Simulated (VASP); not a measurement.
Input:

```xyz
2
Lattice="0.0000 2.2083 2.2083 2.2083 0.0000 2.2083 2.2083 2.2083 0.0000" Properties=species:S:1:pos:R:3 pbc="T T T"
Ti     0.0000     0.0000     0.0000
C      2.2083     2.2083     2.2083
```

The numbers are results of PBE GGA, VASP's PBE PAW potentials (set 64) (plane waves; VASP), not measurements. Numerical set-up: 520 eV cut-off, 11×11×11 Γ-centred mesh, first-order Methfessel-Paxton smearing of 0.10 eV, potentials Ti_sv C.

Q: Give the stress tensor in GPa (positive for a compressed cell).

A: 
```
-12.57    0.00    0.00
  0.00  -12.57    0.00
  0.00    0.00  -12.57
```
The pressure is its mean diagonal, -12.57 GPa.

The compound is TiC in the rock salt structure. The cell was not relaxed at this level.
